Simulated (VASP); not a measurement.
# HfBBr2 under changes of volume

One of the cells (23.967 Å³/atom); the others are scaled copies at fixed shape and fractional positions:

```
Hf B Br
1.0
     4.87510    0.00000    0.00000
    -2.43756    4.22197    0.00000
     0.00000    0.00000    4.65777
Hf B Br
1 1 2
Cartesian
  0.0000 0.0000 2.3289
  0.0000 0.0000 0.0000
  0.0000 2.8147 3.1645
  2.4376 1.4073 1.4932
```

The cell was built by a generator and needn't be a form met in nature.

| Item | Value |
| --- | --- |
| Program | VASP 6.6.1 |
| Functional | PBE |
| Potentials or basis | VASP PAW PBE potentials, release 64 (Hf_pv, B, Br) |
| Cutoff | 520 eV |
| k mesh | 6 × 6 × 6 |
| Occupations | fermi-dirac, width 0.05 eV |
| Spin | no spin polarisation |

```csv
volume (Å³/atom),energy over the lowest point (meV/atom),pressure (GPa),largest force (eV/Å)
22.087,10.08,3.1,0.137
22.557,?,?,?
23.027,0.00,0.6,0.026
23.967,3.21,-1.5,0.065
24.437,8.90,-2.3,0.105
24.907,16.94,-3.1,0.142
```

**Question.** What does the run at 22.557 Å³/atom give?

**Answer.** Energy over the lowest point 3.18 meV/atom; pressure 1.8 GPa; largest force 0.078 eV/Å.

Worked out: A Birch-Murnaghan fit of order 3 (a polynomial in V^(-2/3)) to the other rows has its minimum at 23.24 Å³/atom with B0 = V·E''(V) = 53 GPa and B' = 4.7 at fixed shape and positions, which overstates the stiffness. It gives 3.18 meV/atom at 22.557 Å³/atom, against the run's 3.18, and -dE/dV = 1.7 GPa, against 1.8.

Energies are extrapolated to zero smearing.

Caveats: an odd number of electrons without spin polarisation forces a metal; a magnetic or distorted state may lie lower.
